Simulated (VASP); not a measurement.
TePt2Se, 4 atoms in the cell. Symmetry: P-6m2, No. 187, hexagonal system. Conventional cell: a = 3.999 Å, b = 3.999 Å, c = 5.298 Å, α = 90.00°, β = 90.00°, γ = 120.00°. Around Te (site symmetry -6m2) lie 6 Pt at 2.66 Å. Pt (site symmetry 3m) is surrounded by 2 Pt at 2.65 Å and 3 Te at 2.66 Å and 3 Se at 2.66 Å. Around Se (site symmetry -6m2) lie 6 Pt at 2.66 Å. The cell comes from a database or a generator and needn't be the stable form of this composition.

| Item | Value |
| --- | --- |
| Program | VASP 6.6.1 |
| Task | single point |
| Functional | PBE |
| Potentials or basis | VASP PAW PBE potentials, release 64 (Te, Pt, Se) |
| Cutoff | 520 eV |
| k mesh | 6 × 6 × 4 |
| Occupations | gaussian, width 0.1 eV |
| Spin | no spin polarisation |
| Dipole correction | no |
| Further INCAR settings | ALGO = Fast; EDIFF = 1e-06; NBANDS = 24 |

Potentials or basis: VASP PAW PBE potentials, release 64 (Te, Pt, Se).

Run with:

```console
$ cat potpaw_PBE.64/Te/POTCAR potpaw_PBE.64/Pt/POTCAR potpaw_PBE.64/Se/POTCAR > POTCAR
$ mpirun -np 1 vasp_std > vasp.out
```

Hardware: 1 thread of Intel(R) Xeon(R) Platinum 8259CL CPU @ 2.50GHz (Skylake/Cascade Lake) (shared host).

How long does it take, and how much memory?

Wall time 40 s on 1 thread of Intel(R) Xeon(R) Platinum 8259CL CPU @ 2.50GHz (Skylake/Cascade Lake) (shared host), peak memory 0.2 GiB. Counts: scf iterations 13, k points 21.
